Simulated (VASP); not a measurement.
An input for Quantum ESPRESSO's pw.x (written as the equivalent of a VASP run, and not itself run):

```
&CONTROL
  calculation = 'vc-relax'
  pseudo_dir = './pseudo'
  outdir = './out'
  tprnfor = .true.
  tstress = .true.
  nstep = 60
  forc_conv_thr = 0.00078
/
&SYSTEM
  ibrav = 0
  nat = 8
  ntyp = 3
  ecutwfc = 86
  occupations = 'smearing'
  smearing = 'gaussian'
  degauss = 0.003675
  input_dft = 'pbesol'
/
&ELECTRONS
  conv_thr = 7.3e-08
  electron_maxstep = 100
/
&IONS
/
&CELL
/
ATOMIC_SPECIES
  Zn 65.380 Zn.upf
  Se 78.971 Se.upf
  S 32.060 S.upf
CELL_PARAMETERS angstrom
     5.5548438    0.0000000    0.0000000
    -0.0000000    5.5548438    0.0000000
     0.0000000    0.0000000    5.5548438
ATOMIC_POSITIONS crystal
  Zn   0.0070879  0.9929121  0.9929121
  Zn   0.4929121  0.5070879  0.9929121
  Zn   0.4929121  0.9929121  0.5070879
  Zn   0.0070879  0.5070879  0.5070879
  Se   0.2500000  0.2500000  0.2500000
  Se   0.7500000  0.7500000  0.2500000
  Se   0.7500000  0.2500000  0.7500000
  S    0.2500000  0.7500000  0.7500000
K_POINTS automatic
  4 4 4 0 0 0
```

Task: Write the VASP files for the same calculation (PBEsol).

Result: One answer among several that fit: 
### POSCAR
```
Zn4SSe3
1
    5.5548438444     0.0000000000     0.0000000000
   -0.0000000000     5.5548438444     0.0000000000
    0.0000000000     0.0000000000     5.5548438444
Zn Se S
4 3 1
Direct
  0.0070878882   0.9929121118   0.9929121118
  0.4929121118   0.5070878882   0.9929121118
  0.4929121118   0.9929121118   0.5070878882
  0.0070878882   0.5070878882   0.5070878882
  0.2500000000   0.2500000000   0.2500000000
  0.7500000000   0.7500000000   0.2500000000
  0.7500000000   0.2500000000   0.7500000000
  0.2500000000   0.7500000000   0.7500000000
```

### KPOINTS
```
Automatic mesh
0
Gamma
4 4 4
0 0 0
```

### INCAR
```
ALGO = Normal
EDIFF = 1E-6
EDIFFG = -0.02
ENCUT = 400
GGA = PS
IBRION = 2
ISIF = 3
ISMEAR = 0
LASPH = .True.
LCHARG = .False.
LMAXMIX = 4
LREAL = .False.
LWAVE = .False.
NELM = 100
NSW = 60
PREC = Accurate
SIGMA = 0.05
SYSTEM = Zn4SSe3
```

POTCAR, in this order: Zn Se S (PBE.64 set). Program: vasp_std.

The two are equivalent in intent, not identical: the potentials are each code's own (VASP's PAW set, PseudoDojo norm-conserving files in pw.x), so ENCUT and ecutwfc are chosen apart and not converted; conv_thr bounds pw.x's estimated SCF error, while EDIFF bounds the energy change between steps; forc_conv_thr acts on force components and is met together with etot_conv_thr.

The structure was generated: Zn4SSe3 was put into an ordered model structure (P-43m), which need not be its known phase. This run relaxes it. Symmetry was kept, so distortions that lower it aren't found. The start is the result of an earlier pass.
